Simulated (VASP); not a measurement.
The system is Al3BiO3.

```
Al Bi O
1.0
     5.09275    0.00000    0.00000
    -2.54637    4.41045    0.00000
     0.00000    0.00000    4.85302
Al Bi O
3 1 3
Cartesian
  2.5464 0.0000 2.4265
  -1.2732 2.2052 2.4265
  1.2732 2.2052 2.4265
  0.0000 0.0000 2.4265
  0.0000 2.9403 2.4265
  2.5464 1.4702 2.4265
  0.0000 0.0000 0.0000
```

The cell was built by a generator and needn't be a form met in nature.

* Program: VASP 6.6.1
* Task: relaxation of cell and atoms
* Functional: PBE
* Potentials or basis: VASP PAW PBE potentials, release 64 (Al, Bi_d, O)
* Cutoff: 520 eV
* k mesh: 3 × 3 × 3
* Occupations: gaussian, width 0.15 eV
* Spin: no spin polarisation

At the start: pressure 80.2 GPa; volume 15.57 Å³/atom.

**Question.** Where does the relaxation end?

**Answer.** Over 13 steps the energy falls by 2016.0 meV/atom and the volume is 21.31 Å³/atom (+36.9 %); space group P6/mmm (No. 191, to 0.05 Å).

Step by step:
```csv
step,energy change (eV),largest force (eV/Å),pressure (GPa),volume (Å³)
1,0.0000,0.0000,80.17,109.01
2,0.9704,0.0000,-25.13,264.67
3,-13.5593,0.0000,-7.14,169.71
4,-13.7897,0.0000,-4.22,164.16
5,-13.8247,0.0000,-2.57,160.75
6,-13.8224,0.0000,-1.76,159.62
7,-14.0325,0.0000,-0.66,153.59
8,-14.1035,0.0000,0.20,149.24
9,-14.1076,0.0000,0.83,147.24
10,-14.1084,0.0000,0.82,147.69
11,-14.1082,0.0000,0.70,148.14
12,-14.1088,0.0000,-0.74,150.16
13,-14.1119,0.0000,-0.14,149.20
```

Final structure:
```
Al Bi O
1.0
     6.21970    0.00000    0.00000
    -3.10985    5.38642    0.00000
     0.00000    0.00000    4.45360
Al Bi O
3 1 3
Direct
  0.50000 0.00000 0.50000
  0.00000 0.50000 0.50000
  0.50000 0.50000 0.50000
  0.00000 0.00000 0.50000
  0.33333 0.66667 0.50000
  0.66667 0.33333 0.50000
  0.00000 0.00000 0.00000
```

Caveat: the k mesh is coarse (spacing up to 0.47 Å⁻¹), so the values aren't converged; the volume moved by over 15 % at a fixed basis, so the end points are rough.
